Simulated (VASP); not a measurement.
Computed with LDA (Ceperley-Alder, Perdew-Zunger), VASP's LDA PAW potentials (set 64) (plane waves; VASP 6.6.1).

Input for VASP

File KPOINTS:
```
Automatic mesh
0
Gamma
7 7 4
0 0 0
```

### POSCAR
```
Si
1.0
  3.8313200000   0.0000000000   0.0000000000
 -1.9156600000   3.3180200000   0.0000000000
  0.0000000000   0.0000000000   6.3326200000
Si
4
direct
  0.3296000000   0.6662830000   0.0691080000
  0.6669250000   0.3287620000   0.9363040000
  0.6571440000   0.3296870000   0.5605850000
  0.3463310000   0.6752680000   0.4340030000
```

**INCAR**
```
SIGMA = 0.01   # width (eV)
ISIF = 2   # forces and stress, cell fixed
SYSTEM = Si
LASPH = .True.
NELM = 100
LWAVE = .False.
PREC = Accurate
ENCUT = 300
LCHARG = .False.
ISMEAR = -1   # Fermi-Dirac
ALGO = Normal
EDIFF = 1E-6
LREAL = .False.   # projection in real space or not
```

POTCAR, in this order: Si (LDA.64 set). Program: vasp_std.

The resulting files:

OUTCAR:
```
 ion  position               nearest neighbor table
   1  0.330  0.666  0.069-   4 2.31   2 2.35   2 2.35   2 2.39
   2  0.667  0.329  0.936-   1 2.35   1 2.35   3 2.38   1 2.39
   3  0.657  0.330  0.561-   4 2.32   4 2.32   2 2.38   4 2.42
   4  0.346  0.675  0.434-   1 2.31   3 2.32   3 2.32   3 2.42
  LATTYP: Found a hexagonal cell.
 ALAT       =     3.8313200000
 C/A-ratio  =     1.6528559348
 Subroutine PRICEL returns:
 Original cell was already a primitive cell.
 Subroutine GETGRP returns: Found  1 space group operations
The static configuration has the point symmetry C_1 .
The dynamic configuration has the point symmetry C_1 .
 Subroutine INISYM returns: Found  1 space group operations
 Subroutine IBZKPT returns following result:
 Found     99 irreducible k-points:

 Following reciprocal coordinates:
            Coordinates               Weight
  0.000000  0.000000  0.000000      1.000000
  0.142857  0.000000  0.000000      2.000000
  0.000000  0.142857  0.000000      2.000000
 -0.142857  0.142857  0.000000      2.000000
  0.285714  0.000000  0.000000      2.000000
  0.000000  0.285714  0.000000      2.000000
 -0.285714  0.285714  0.000000      2.000000
  0.428571  0.000000  0.000000      2.000000
  0.000000  0.428571  0.000000      2.000000
 -0.428571  0.428571  0.000000      2.000000
  0.142857  0.142857  0.000000      2.000000
 -0.142857  0.285714  0.000000      2.000000
 -0.285714  0.142857  0.000000      2.000000
  0.285714  0.142857  0.000000      2.000000
 -0.142857  0.428571  0.000000      2.000000
 -0.428571  0.285714  0.000000      2.000000
 -0.285714  0.428571  0.000000      2.000000
  0.142857  0.285714  0.000000      2.000000
  0.428571 -0.142857  0.000000      2.000000
  0.428571  0.142857  0.000000      2.000000
 -0.142857 -0.428571  0.000000      2.000000
  0.428571  0.428571  0.000000      2.000000
  0.285714  0.285714  0.000000      2.000000
 -0.285714 -0.428571  0.000000      2.000000
  0.428571  0.285714  0.000000      2.000000
  0.000000  0.000000  0.250000      2.000000
  0.142857  0.000000  0.250000      2.000000
  0.000000  0.142857  0.250000      2.000000
 -0.142857  0.142857  0.250000      2.000000
 -0.142857  0.000000  0.250000      2.000000
  0.000000 -0.142857  0.250000      2.000000
  0.142857 -0.142857  0.250000      2.000000
  0.285714  0.000000  0.250000      2.000000
  0.000000  0.285714  0.250000      2.000000
 -0.285714  0.285714  0.250000      2.000000
 -0.285714 -0.000000  0.250000      2.000000
  0.000000 -0.285714  0.250000      2.000000
  0.285714 -0.285714  0.250000      2.000000
  0.428571  0.000000  0.250000      2.000000
  0.000000  0.428571  0.250000      2.000000
   k-points           NKPTS =     99   k-points in BZ     NKDIM =     99   number of bands    NBANDS=     12
   number of dos      NEDOS =    301   number of ions     NIONS =      4
   total plane-waves  NPLWV =  20736
   dimension x,y,z NGX =    24 NGY =   24 NGZ =   36
   dimension x,y,z NGXF=    48 NGYF=   48 NGZF=   72
   ions per type =               4
   PREC   = accura    normal or accurate (medium, high low for compatibility)
   ISTART =      0    job   : 0-new  1-cont  2-samecut
   ICHARG =      2    charge: 1-file 2-atom 10-const
   ISPIN  =      1    spin polarized calculation?
   LNONCOLLINEAR =      F non collinear calculations
   LSORBIT =      F    spin-orbit coupling
   INIWAV =      1    electr: 0-lowe 1-rand  2-diag
   ENCUT  =  300.0 eV  22.05 Ry    4.70 a.u.   5.41  5.41  8.94*2*pi/ulx,y,z
   NELM   =    100;   NELMIN=  2; NELMDL= -5     # of ELM steps
   EDIFF  = 0.1E-05   stopping-criterion for ELM
...
```

**OSZICAR**
```
       N       E                     dE             d eps       ncg     rms          rms(c)
DAV:   1     0.172908931690E+02    0.17291E+02   -0.44411E+03  2376   0.701E+02
DAV:   2    -0.225735673770E+02   -0.39864E+02   -0.36626E+02  3328   0.118E+02
DAV:   3    -0.242020536032E+02   -0.16285E+01   -0.16049E+01  3068   0.238E+01
DAV:   4    -0.242295491305E+02   -0.27496E-01   -0.27432E-01  2892   0.380E+00
DAV:   5    -0.242301813828E+02   -0.63225E-03   -0.63186E-03  3064   0.489E-01    0.719E+00
DAV:   6    -0.238704512033E+02    0.35973E+00   -0.18480E-01  2592   0.235E+00    0.432E+00
DAV:   7    -0.237065982981E+02    0.16385E+00   -0.34816E-01  2516   0.324E+00    0.311E-01
DAV:   8    -0.237065248808E+02    0.73417E-04   -0.18847E-02  2896   0.957E-01    0.117E-01
DAV:   9    -0.237065930347E+02   -0.68154E-04   -0.43965E-04  3004   0.150E-01    0.723E-02
DAV:  10    -0.237066265910E+02   -0.33556E-04   -0.76641E-05  2792   0.514E-02    0.253E-02
DAV:  11    -0.237066224502E+02    0.41408E-05   -0.16170E-05  2840   0.257E-02    0.383E-03
DAV:  12    -0.237066225220E+02   -0.71720E-07   -0.52365E-07  1796   0.538E-03
   1 F= -.23706623E+02 E0= -.23706619E+02  d E =-.712330E-05
```

OUTCAR:
```
------------------------ aborting loop because EDIFF is reached ----------------------------------------
  FORCE on cell =-STRESS in cart. coord.  units (eV):
  Direction    XX          YY          ZZ          XY          YZ          ZX
  --------------------------------------------------------------------------------------
  Total       -1.6062307     -0.8342306     -0.5024229     -0.2925676      0.1687970      0.5086120
  in kB      -31.9674250    -16.6029718     -9.9992906     -5.8227216      3.3594215     10.1224669
  external PRESSURE =     -19.5232291 kB  Pullay stress =       0.0000000 kB
  volume of cell :       80.50
      direct lattice vectors                 reciprocal lattice vectors
     3.831320000  0.000000000  0.000000000     0.261006650  0.150692280  0.000000000
    -1.915660000  3.318020000  0.000000000     0.000000000  0.301384561  0.000000000
     0.000000000  0.000000000  6.332620000     0.000000000  0.000000000  0.157912523
 POSITION                                       TOTAL-FORCE (eV/Angst)
 -----------------------------------------------------------------------------------
     -0.01357      2.21074      0.43763         0.281388     -0.136403     -0.788187
      1.92541      1.09084      5.92926        -0.286680      0.147799      0.166934
      1.88616      1.09391      3.54997         0.713095      0.454333      0.158233
      0.03332      2.24055      2.74838        -0.707803     -0.465729      0.463020
 -----------------------------------------------------------------------------------
    total drift:                               -0.000075     -0.000034      0.000214
  FREE ENERGIE OF THE ION-ELECTRON SYSTEM (eV)
  ---------------------------------------------------
  free  energy   TOTEN  =       -23.7066225220 eV

  energy  without entropy=      -23.7066153987  energy(sigma->0) =      -23.70661896
```
(Selected blocks of OUTCAR.)

The structure comes from a computed database's Si entry; how it stands against other phases isn't given here. The cell was not relaxed at this level, atoms are displaced from their ideal sites.
